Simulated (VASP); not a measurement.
Here is the system:

```yaml
crystal:
  lattice:
    - [0.00000, 3.17054, 3.17054]
    - [3.17054, 0.00000, 3.17054]
    - [3.17054, 3.17054, 0.00000]
  atoms:
    - { symbol: Ba, position: [0.00000, 0.00000, 0.00000] }
    - { symbol: F, position: [0.25000, 0.25000, 0.25000] }
    - { symbol: F, position: [0.75000, 0.75000, 0.75000] }
```

Method: MS2 meta-GGA, VASP's PBE PAW potentials (set 64) (plane waves; VASP). Numerical set-up: 520 eV cut-off, 6×6×6 Γ-centred mesh, Gaussian smearing of 0.050 eV, potentials Ba_sv F.

Estimate the energy per atom (σ→0), pressure.

- energy per atom (σ→0): -5.447 eV/atom
- pressure: -3.06 GPa

Total energies compare only between runs with the same potentials, cut-off and functional.

The compound is BaF2 in the fluorite structure. This cell is one point of a volume scan, at 1.06 of the reference volume.
